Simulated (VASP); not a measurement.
# C2GaFClH in VASP: notebook

The runs below take C2GaFClH through single point, atomic charges, electron localisation function, with PBE, PBE+TS.

Program: VASP 6.6.1. These are calculated values, not measurements. Logs are shortened: lines on timing, memory, paths and dates and some standing lists are left out, and cuts for length are marked.

### Step 1. Starting point

The cell holds a molecule in a box, 6 atoms: a = 14.000 Å, b = 12.000 Å, c = 14.000 Å, α = 90.00°, β = 90.00°, γ = 90.00°.

### Step 2. Single point, PBE (atoms moved at random, drawn with an rms of 0.05 Å)

File INCAR:

```
PREC = Accurate ; ENCUT = 520
EDIFF = 1E-6 ; ISMEAR = 0
SIGMA = 0.01 ; LREAL = False
LASPH = True ; NELM = 100
ALGO = Normal ; ISIF = 2
LWAVE = False ; LCHARG = True
GGA = PE ; LELF = True
LVHAR = True ; LVACPOTAV = True
NBANDS = 27
```

File KPOINTS:

```
Automatic mesh
0
Gamma
  1 1 1
```

File POSCAR:

```
GaHC2ClF
1.0
   14.0000000000      0.0000000000      0.0000000000
    0.0000000000     12.0000000000      0.0000000000
    0.0000000000      0.0000000000     14.0000000000
C Ga F Cl H
2 1 1 1 1
Direct
    0.5921200000      0.5791340000      0.6142940000
    0.5277430000      0.5520220000      0.5612460000
    0.4298360000      0.5067970000      0.4759000000
    0.3529380000      0.3984910000      0.5082750000
    0.4077790000      0.5829930000      0.3404460000
    0.6472290000      0.5991540000      0.6661360000
```

Potentials or basis: VASP PAW PBE potentials, release 64 (C, Ga_d, F, Cl, H).

Run with:

```sh
$ cat potpaw_PBE.64/C/POTCAR potpaw_PBE.64/Ga_d/POTCAR potpaw_PBE.64/F/POTCAR potpaw_PBE.64/Cl/POTCAR potpaw_PBE.64/H/POTCAR > POTCAR
$ mpirun -np 1 vasp_gam > vasp.out
```

OUTCAR:

```text
PREC = Accurate
   ENCUT = 520
   EDIFF = 1E-6
   ISMEAR = 0
   LREAL = False
   LASPH = True
   NELM = 100
   ISIF = 2
   GGA = PE

 ion  position               nearest neighbor table
   1  0.592  0.579  0.614-   6 1.09   2 1.21
   2  0.528  0.552  0.561-   1 1.21   3 1.90
   3  0.430  0.507  0.476-   4 1.75   2 1.90   5 2.13
   4  0.353  0.398  0.508-   3 1.75
   5  0.408  0.583  0.340-   3 2.13
   6  0.647  0.599  0.666-   1 1.09

  LATTYP: Found a simple tetragonal cell.
 ALAT       =    14.0000000000
 C/A-ratio  =     0.8571428571

  Lattice vectors:

 A1 = ( -14.0000000000,   0.0000000000,   0.0000000000)
 A2 = (   0.0000000000,   0.0000000000,  14.0000000000)
 A3 = (   0.0000000000,  12.0000000000,   0.0000000000)

Analysis of symmetry for initial positions (statically):
=====================================================================
 Subroutine PRICEL returns:
 Original cell was already a primitive cell.

 Routine SETGRP: Setting up the symmetry group for a
 simple tetragonal supercell.

 Subroutine GETGRP returns: Found  1 space group operations
 (whereof  1 operations were pure point group operations)
 out of a pool of 16 trial point group operations.

The static configuration has the point symmetry C_1 .

Analysis of symmetry for dynamics (positions and initial velocities):
=====================================================================
 Subroutine PRICEL returns:
 Original cell was already a primitive cell.

 Routine SETGRP: Setting up the symmetry group for a
 simple tetragonal supercell.

 Subroutine GETGRP returns: Found  1 space group operations
 (whereof  1 operations were pure point group operations)
 out of a pool of 16 trial point group operations.

The dynamic configuration has the point symmetry C_1 .

 Subroutine INISYM returns: Found  1 space group operations
 (whereof  1 operations are pure point group operations),
 and found     1 'primitive' translations

----------------------------------------------------------------------------------------

                                     Primitive cell

  volume of cell :    2352.0000

  direct lattice vectors                    reciprocal lattice vectors
    14.000000000  0.000000000  0.000000000     0.071428571  0.000000000  0.000000000
     0.000000000 12.000000000  0.000000000     0.000000000  0.083333333  0.000000000
     0.000000000  0.000000000 14.000000000     0.000000000  0.000000000  0.071428571

  length of vectors
    14.000000000 12.000000000 14.000000000     0.071428571  0.083333333  0.071428571

  position of ions in fractional coordinates (direct lattice)
     0.592120000  0.579134000  0.614294000
     0.527743000  0.552022000  0.561246000
     0.429836000  0.506797000  0.475900000
     0.352938000  0.398491000  0.508275000
     0.407779000  0.582993000  0.340446000
     0.647229000  0.599154000  0.666136000

  ion indices of the primitive-cell ions
   primitive index   ion index
                 1           1
                 2           2
                 3           3
                 4           4
                 5           5
                 6           6

----------------------------------------------------------------------------------------

 KPOINTS: Automatic mesh

Automatic generation of k-mesh.
 Grid dimensions read from file:
 generate k-points for:    1    1    1

 Generating k-lattice:

  Cartesian coordinates                     Fractional coordinates (reciprocal lattice)
     0.071428571  0.000000000  0.000000000     1.000000000  0.000000000  0.000000000
     0.000000000  0.083333333  0.000000000     0.000000000  1.000000000  0.000000000
     0.000000000  0.000000000  0.071428571     0.000000000  0.000000000  1.000000000

  Length of vectors
     0.071428571  0.083333333  0.071428571

  Shift w.r.t. Gamma in fractional coordinates (k-lattice)
     0.000000000  0.000000000  0.000000000

 Subroutine IBZKPT returns following result:
 ===========================================

 Found      1 irreducible k-points:

 Following reciprocal coordinates:
            Coordinates               Weight
  0.000000  0.000000  0.000000      1.000000
   k-points           NKPTS =      1   k-points in BZ     NKDIM =      1   number of bands    NBANDS=     27
   number of dos      NEDOS =    301   number of ions     NIONS =      6
   total plane-waves  NPLWV = ******
   dimension x,y,z NGX =   108 NGY =   90 NGZ =  108
   dimension x,y,z NGXF=   216 NGYF=  180 NGZF=  216
   ions per type =               2   1   1   1   1
   NGX,Y,Z   is equivalent  to a cutoff of  12.82, 12.47, 12.82 a.u.
   NGXF,Y,Z  is equivalent  to a cutoff of  25.65, 24.94, 25.65 a.u.
 SYSTEM =  unknown system
   PREC   = accura    normal or accurate (medium, high low for compatibility)
   ISTART =      0    job   : 0-new  1-cont  2-samecut
   ICHARG =      2    charge: 1-file 2-atom 10-const
   ISPIN  =      1    spin polarized calculation?
   LNONCOLLINEAR =      F non collinear calculations
   LSORBIT =      F    spin-orbit coupling
   LASPH  =      T    aspherical Exc in radial PAW
   ENCUT  =  520.0 eV  38.22 Ry    6.18 a.u.  26.03 22.31 26.03*2*pi/ulx,y,z
   NELM   =    100;   NELMIN=  2; NELMDL= -5     # of ELM steps
   EDIFF  = 0.1E-05   stopping-criterion for ELM
   LREAL  =      F    real-space projection
   EDIFFG = 0.1E-04   stopping-criterion for IOM
   NSW    =      0    number of steps for IOM
   IBRION =     -1    ionic relax: 0-MD 1-quasi-New 2-CG
   NFREE  =      0    steps in history (QN), initial steepest desc. (CG)
   ISIF   =      2    stress and relaxation
   ISYM   =      2    0-nonsym 1-usesym 2-fastsym
   POTIM  = 0.5000    time-step for ionic-motion
   TEBEG  =    0.0;   TEEND  =   0.0 temperature during run
   PSTRESS=    0.0 pullay stress
   NELECT =      36.0000    total number of electrons
   NUPDOWN=      -1.0000    fix difference up-down
   EMIN   =  10.00;   EMAX   =-10.00  energy-range for DOS
   EFERMI =   0.00;   METHOD = LEGACY
   ISMEAR =     0;   SIGMA  =   0.01  broadening in eV -4-tet -1-fermi 0-gaus
   EFERMI_NEDOS =   21; number of points for ismear=-14 and -15
   IALGO  =     38    algorithm
   IMIX   =      4    mixing-type and parameters
     AMIX     =   0.40;   BMIX     =  1.00
     AMIX_MAG =   1.60;   BMIX_MAG =  1.00
  volume/ion in A,a.u.               =     392.00      2645.35
  Fermi-wavevector in a.u.,A,eV,Ry     =   0.406471  0.768119  2.247940  0.165219
  Thomas-Fermi vector in A             =   1.359468
   LORBIT       =      0    0 simple, 1 ext, 2 COOP (PROOUT), +10 PAW based schemes
   GGA     = PE    functional components
   LHFCALC =     F    Hartree Fock is set to
   AEXX    =    0.0000 exact exchange contribution
   IVDW    =     0    specifies the selected vdW correction
   LEPSILON=     F    determine dielectric tensor
   LRPA    =     F    only Hartree local field effects (RPA)
 non-spin polarized calculation
 Gauss-broadening in eV      SIGMA  =   0.01
  energy-cutoff  :      520.00
  volume of cell :     2352.00
 maximum number of plane-waves:     31679
 NGX is ok and might be reduce to   108
   NGX = 53   NGY = 45   NGZ = 53

 number of electron      35.9999997 magnetization

 Free energy of the ion-electron system (eV)
  ---------------------------------------------------
  ext. energy  EPLUGINS =         0.00000000
  ---------------------------------------------------
  free energy    TOTEN  =       -30.07085608 eV

  energy without entropy =      -30.07085608  energy(sigma->0) =      -30.07085608

 E-fermi :  -7.3732     XC(G=0):  -0.7091

 val. band max:       -7.4373177795   @ k =   0.0000   0.0000   0.0000
 cond. band min:      -2.4804951945   @ k =   0.0000   0.0000   0.0000
 fundamental gap:      4.9568225851
 Fermi energy:        -7.3731577086

 k-point     1 :       0.0000    0.0000    0.0000
  band No.  band energies     occupation
      1     -28.4684      2.00000
      2     -21.1755      2.00000
      3     -20.5279      2.00000
      4     -20.4407      2.00000
      5     -20.4049      2.00000
      6     -20.2351      2.00000
[... 19 lines left out ...]
     26       0.6424      0.00000
     27       0.7561      0.00000

------------------------ aborting loop because EDIFF is reached ----------------------------------------

  FORCE on cell =-STRESS in cart. coord.  units (eV):
  Direction    XX          YY          ZZ          XY          YZ          ZX
  --------------------------------------------------------------------------------------
  -------------------------------------------------------------------------------------
  Total       -0.2475133     -0.0181198     -0.6367930      0.0728419     -0.0013856     -0.3673866
  in kB       -0.1686055     -0.0123432     -0.4337820      0.0496197     -0.0009439     -0.2502630
  external PRESSURE =      -0.2049102 kB  Pullay stress =       0.0000000 kB

 VOLUME and BASIS-vectors are now :
 -----------------------------------------------------------------------------
  energy-cutoff  :      520.00
  volume of cell :     2352.00
      direct lattice vectors                 reciprocal lattice vectors
    14.000000000  0.000000000  0.000000000     0.071428571  0.000000000  0.000000000
     0.000000000 12.000000000  0.000000000     0.000000000  0.083333333  0.000000000
     0.000000000  0.000000000 14.000000000     0.000000000  0.000000000  0.071428571

 POSITION                                       TOTAL-FORCE (eV/Angst)
 -----------------------------------------------------------------------------------
      8.28968      6.94961      8.60012         0.585044      0.116969      0.717819
      7.38840      6.62426      7.85744        -0.545660     -0.235345     -0.511618
      6.01770      6.08156      6.66260         0.515156      0.475960      0.076631
      4.94113      4.78189      7.11585        -0.194838     -0.192556      0.003820
      5.70891      6.99592      4.76624        -0.043891     -0.127586      0.124534
      9.06121      7.18985      9.32590        -0.315811     -0.037443     -0.411185
 -----------------------------------------------------------------------------------
    total drift:                               -0.000639     -0.002288     -0.000964

  FREE ENERGIE OF THE ION-ELECTRON SYSTEM (eV)
  ---------------------------------------------------
  free  energy   TOTEN  =       -30.0708560811 eV

  energy  without entropy=      -30.0708560811  energy(sigma->0) =      -30.07085608
```

Wall time 4 min (1 thread of AMD EPYC 7R13 (Zen 3), shared host); peak memory 1.6 GiB.

Results:

```
Free energy                     : -30.0709 eV
Largest force                   : 0.933 eV/Å
Gap between the frontier levels : 4.96 eV
```

Forces on the atoms (eV/Å):
```
C    0.585  0.117  0.718
C   -0.546 -0.235 -0.512
Ga   0.515  0.476  0.077
F   -0.195 -0.193  0.004
Cl  -0.044 -0.128  0.125
H   -0.316 -0.037 -0.411
```

Caveat: the standard files for N, O and F lose accuracy on very short bonds.

### Step 3. Atomic charges, PBE+TS

File INCAR:

```
PREC = Accurate
ENCUT = 520
EDIFF = 1E-7
ISMEAR = 0
SIGMA = 0.01
LREAL = F
LASPH = T
NELM = 100
ALGO = Normal
ISIF = 2
LWAVE = F
LCHARG = F
GGA = PE
IVDW = 2
LORBIT = 11
```

KPOINTS is that of step 2.

File POSCAR:

```
GaHC2ClF
1.0
   14.0000000000      0.0000000000      0.0000000000
    0.0000000000     12.0000000000      0.0000000000
    0.0000000000      0.0000000000     14.0000000000
C Ga F Cl H
2 1 1 1 1
Direct
    0.5927964300      0.5772833300      0.6152857100
    0.5298678600      0.5500666700      0.5613214300
    0.4322678600      0.5091166700      0.4759357100
    0.3534464300      0.4023416700      0.5047285700
    0.4079107100      0.5840750000      0.3416571400
    0.6484107100      0.6011583300      0.6632000000
```

Potentials or basis: VASP PAW PBE potentials, release 64 (C, Ga_d, F, Cl, H).

Run with:

```sh
$ cat potpaw_PBE.64/C/POTCAR potpaw_PBE.64/Ga_d/POTCAR potpaw_PBE.64/F/POTCAR potpaw_PBE.64/Cl/POTCAR potpaw_PBE.64/H/POTCAR > POTCAR
$ mpirun -np 1 vasp_gam > vasp.out
```

Run time: 4.8 min. Hardware: 1 thread of AMD EPYC 7R13 (Zen 3), shared host; peak memory 1.6 GiB.

It converged, with:

- Free energy: -30.1121 eV
- Largest force: 1.138 eV/Å
- Gap between the frontier levels: 5.04 eV
- Valence electrons inside the program's atomic spheres: C 2.65, 2.61; Ga 11.79; F 6.07; Cl 5.12; H 0.68
- Hirshfeld charges: C -0.05, -0.17; Ga +0.55; F -0.27; Cl -0.16; H +0.10 e
- Dispersion energy per atom: -0.005 eV

Forces in eV/Å, atoms in the order of the input:
```
C    0.631  0.233  0.541
C   -0.834 -0.316 -0.706
Ga   0.458  0.406  0.027
F   -0.362 -0.417  0.129
Cl  -0.030  0.043 -0.110
H    0.138  0.052  0.119
```

Levels at points of the mesh, in eV from the valence-band top:
```tsv
k point	band 14	band 15	band 16	band 17	band 18	band 19	band 20	band 21	band 22
(0.00, 0.00, 0.00)	-1.15	-0.62	-0.36	-0.12	0.00	5.04	5.58	6.33	7.31
```

Caveat: the standard files for N, O and F lose accuracy on very short bonds.

### Step 4. Electron localisation function, PBE

File INCAR:

```
SYSTEM = GaHC2ClF
PREC = Accurate
ENCUT = 520
EDIFF = 1E-6
ISMEAR = 0
SIGMA = 0.01
LREAL = .FALSE.
LASPH = .TRUE.
NELM = 80
ALGO = Normal
ISIF = 2
LWAVE = .FALSE.
LCHARG = .TRUE.
GGA = PE
LELF = .TRUE.
```

File KPOINTS:

```
regular mesh
0
G
  1 1 1
  0 0 0
```

POSCAR is that of step 3.

Run with:

```sh
$ cat potpaw_PBE.64/C/POTCAR potpaw_PBE.64/Ga_d/POTCAR potpaw_PBE.64/F/POTCAR potpaw_PBE.64/Cl/POTCAR potpaw_PBE.64/H/POTCAR > POTCAR
$ mpirun -np 1 vasp_gam > vasp.out
```

Run time: 3.8 min. Hardware: 1 thread of AMD EPYC 7R13 (Zen 3), shared host; peak memory 1.6 GiB.

It converged, with:

```
Free energy                     : -30.0804 eV
Largest force                   : 1.150 eV/Å
Gap between the frontier levels : 5.04 eV
```

Forces on the atoms (eV/Å):
```
C    0.625  0.231  0.537
C   -0.843 -0.319 -0.714
Ga   0.465  0.409  0.034
F   -0.356 -0.407  0.122
Cl  -0.031  0.035 -0.099
H    0.140  0.052  0.120
```

Levels at points of the mesh, in eV from the valence-band top:
```csv
k point,band 14,band 15,band 16,band 17,band 18,band 19,band 20,band 21,band 22
"(0.00, 0.00, 0.00)",-1.15,-0.62,-0.36,-0.12,0.00,5.04,5.58,6.33,7.31
```

Caveat: the standard files for N, O and F lose accuracy on very short bonds. As with any semilocal functional, this PBE gap is likely too small.

### Step 5. The runs side by side

```tsv
task	level	cell	gap on the mesh (eV)	largest force (eV/Å)
single point	PBE	atoms moved at random, drawn with an rms of 0.05 Å	4.96	0.93
atomic charges	PBE+TS	as given	5.04	1.14
electron localisation function	PBE	as given	5.04	1.15
```

Alike in all rows: potentials or basis VASP PAW PBE potentials, release 64 (C, Ga_d, F, Cl, H); no spin polarisation; k mesh 1 × 1 × 1; cutoff (eV) 520; smearing gaussian 0.01 eV.

Caveats: the standard files for N, O and F lose accuracy on very short bonds.

Absolute energies hang on the potentials; compare differences alone.
